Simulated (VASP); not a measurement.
An input for Ansatz (written as the equivalent of a VASP run, and not itself run):

Ansatz 0.2 input:
```yaml
crystal:
  lattice:
    - [2.3412763, -4.0552099, 0.0000000]
    - [2.3412763, 4.0552099, 0.0000000]
    - [0.0000000, 0.0000000, 7.6522105]
  atoms:
    - { symbol: Ag, position: [0.6666670, 0.3333330, 0.5000906] }
    - { symbol: Ag, position: [0.3333330, 0.6666670, 0.0000906] }
    - { symbol: I, position: [0.6666670, 0.3333330, 0.8749094] }
    - { symbol: I, position: [0.3333330, 0.6666670, 0.3749094] }
kpoints:
  mp_grid: { grid: [5, 5, 3] }
hamiltonian:
  xc: pbe
  pseudopotentials: { kind: paw }
scf:
  occupations: { method: gaussian, width: 0.05 }
  max_iter: 100
output: { forces: true, stress: true, eigenvalues: true }
```

Task: Translate this input to VASP (INCAR, KPOINTS, POSCAR, choice of POTCAR).

Result: This is not unique; one that fits is 
KPOINTS:
```
Automatic mesh
0
Gamma
  5 5 3
0 0 0
```

INCAR:
```
SYSTEM = AgI
PREC = Accurate
ENCUT = 520
EDIFF = 1E-6
NELM = 100
ALGO = Normal
LREAL = .FALSE.
LASPH = .TRUE.
ISMEAR = 0
SIGMA = 0.05
GGA = PE
LMAXMIX = 4
LWAVE = .FALSE.
LCHARG = .TRUE.
```

### POSCAR
```
AgI
1
    2.3412762733    -4.0552098805     0.0000000000
    2.3412762733     4.0552098805     0.0000000000
    0.0000000000     0.0000000000     7.6522105258
Ag I
2 2
Direct
  0.6666670000   0.3333330000   0.5000906174
  0.3333330000   0.6666670000   0.0000906174
  0.6666670000   0.3333330000   0.8749093826
  0.3333330000   0.6666670000   0.3749093826
```

POTCAR, in this order: Ag I (PBE.64 set). Program: vasp_std.

Limits of the translation: each code has its own PAW files, so the cut-off isn't converted (ENCUT is set for VASP's; basis.ecutwfc is left out, and Ansatz then takes the one that its files recommend); Ansatz stops its SCF on the density residual and VASP on the energy change (EDIFF).

The compound is AgI in the wurtzite structure. It was relaxed first, which changed the volume by +6 %.
